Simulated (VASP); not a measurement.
The input files of a VASP run:

File POSCAR:
```
AgI
1
    0.0000000000     3.2208423255     3.2208423255
    3.2208423255     0.0000000000     3.2208423255
    3.2208423255     3.2208423255     0.0000000000
Ag I
1 1
Direct
  0.0000000000   0.0000000000   0.0000000000
  0.2500000000   0.2500000000   0.2500000000
```

### INCAR
```
# general
SYSTEM  = AgI
PREC    = Accurate
ENCUT   = 500
LREAL   = .False.
LASPH   = .True.

# electronic loop
EDIFF   = 1E-6
NELM    = 100
ALGO    = Normal
LMAXMIX = 4

# smearing
ISMEAR  = 0
SIGMA   = 0.05

# functional
GGA     = PS

# ions
IBRION  = 2
NSW     = 40
ISIF    = 3
EDIFFG  = -0.02

# output
LWAVE   = .False.
LCHARG  = .False.
```

### KPOINTS
```
K-points
0
G
 7 7 7
0 0 0
```

POTCAR, in this order: Ag I (PBE.64 set). Program: vasp_std.

Question: Write an equivalent input for Ansatz.

Answer: One equivalent input (not run):
Ansatz 0.2 input:
```yaml
crystal:
  lattice:
    - [0.0000000, 3.2208423, 3.2208423]
    - [3.2208423, 0.0000000, 3.2208423]
    - [3.2208423, 3.2208423, 0.0000000]
  atoms:
    - { symbol: Ag, position: [0.0000000, 0.0000000, 0.0000000] }
    - { symbol: I, position: [0.2500000, 0.2500000, 0.2500000] }
kpoints:
  mp_grid: { grid: [7, 7, 7] }
hamiltonian:
  xc: pbesol
  pseudopotentials: { kind: paw }
scf:
  occupations: { method: gaussian, width: 0.05 }
  max_iter: 100
relax:
  max_steps: 40
  f_tol: 0.02
  cell: {}
output: { forces: true, stress: true, eigenvalues: true }
```
What does not carry over: each code has its own PAW files, so the cut-off isn't converted (ENCUT is set for VASP's; basis.ecutwfc is left out, and Ansatz then takes the one that its files recommend); Ansatz stops its SCF on the density residual and VASP on the energy change (EDIFF).

The compound is AgI in the zinc blende structure, whereas wurtzite is the usual form. This run relaxes it. Symmetry was kept, so distortions that lower it aren't found.
